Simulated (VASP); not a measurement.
```
ZrSe2
1.0
    1.89131    -3.27585     0.00000
    1.89131     3.27585     0.00000
    0.00000     0.00000     6.18437
Zr Se
1 2
Direct
  0.00000   0.00000   0.00000
  0.33333   0.66667   0.25605
  0.66667   0.33333   0.74395
```

Calculation: PBE GGA with D3 dispersion (zero damping), VASP's PBE PAW potentials (set 64) (plane waves; VASP 6.6.1). Numerical set-up: 520 eV cut-off, 8×8×4 Γ-centred mesh, tetrahedra with Blöchl corrections, potentials Zr_sv Se.

The cores are frozen, which limits the accuracy of field gradients.

Question: Give the principal components of the electric field gradient (V/Å²) and the asymmetry η at each nucleus.

Answer: 
```tsv
atom	Vxx	Vyy	Vzz	η
Zr1	13.7	13.7	-27.4	0.00
Se2	-1.5	-1.5	3.1	0.00
Se3	-1.5	-1.5	3.1	0.00
```

The compound is ZrSe2 in the 1T layered structure. It was relaxed first.
